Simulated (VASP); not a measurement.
Input:

```
CELL_PARAMETERS angstrom
      4.46649    -2.76226     0.00000
      4.46649     2.76226     0.00000
      0.00000     0.00000     4.86985
ATOMIC_POSITIONS crystal
  Si 0.32740 0.02661 0.72916
  Si 0.67260 0.97339 0.22916
  Si 0.97339 0.67260 0.72916
  Si 0.02661 0.32740 0.22916
  N  0.34291 0.09568 0.38461
  N  0.65709 0.90432 0.88461
  N  0.90432 0.65709 0.38461
  N  0.09568 0.34291 0.88461
  O  0.20933 0.79067 0.77972
  O  0.79067 0.20933 0.27972
```

Method: PBEsol GGA, VASP's PBE PAW potentials (set 64) (plane waves; VASP). Run with 520 eV cut-off, Gaussian smearing of 0.050 eV, potentials Si N O.

**Question.** Give the energies of bands 16 to 29 at the high-symmetry points, in eV from the valence-band maximum.

**Answer.** 
```
band      Γ      Y     F0      Z     B0      T      S      R
----  -----  -----  -----  -----  -----  -----  -----  -----
16    -3.38  -3.26  -3.46  -3.59  -3.88  -3.74  -3.78  -4.24
17    -3.04  -3.07  -3.22  -3.00  -3.25  -3.12  -3.13  -3.06
18    -2.23  -2.91  -2.75  -3.00  -3.25  -3.12  -2.91  -3.06
19    -2.06  -2.45  -2.72  -1.95  -2.25  -2.33  -2.38  -2.36
20    -1.73  -2.41  -2.20  -1.95  -2.25  -2.33  -2.30  -2.36
21    -1.71  -2.20  -2.11  -1.48  -1.33  -1.59  -1.86  -1.49
22    -1.09  -0.97  -1.12  -1.48  -1.33  -1.59  -1.32  -1.49
23    -0.85  -0.49  -0.69  -0.23  -1.05  -0.65  -0.72  -0.71
24     0.00  -0.28  -0.56  -0.23  -1.05  -0.65  -0.44  -0.71
25     4.92   6.20   6.40   5.68   6.48   5.93   6.71   6.75
26     6.29   6.52   6.76   5.68   6.48   5.93   6.76   6.75
27     6.39   6.94   7.11   6.24   6.94   6.85   6.88   6.83
28     7.18   7.25   7.30   6.24   6.94   6.85   6.94   6.83
29     7.77   7.33   7.98   7.14   7.39   7.74   7.98   7.37
```

The gap is direct, 4.92 eV, from the valence maximum at Γ to the conduction minimum at Γ.

The structure comes from a computed database's Si2N2O entry (Cmc2_1), a phase known from measurement. It was relaxed first.
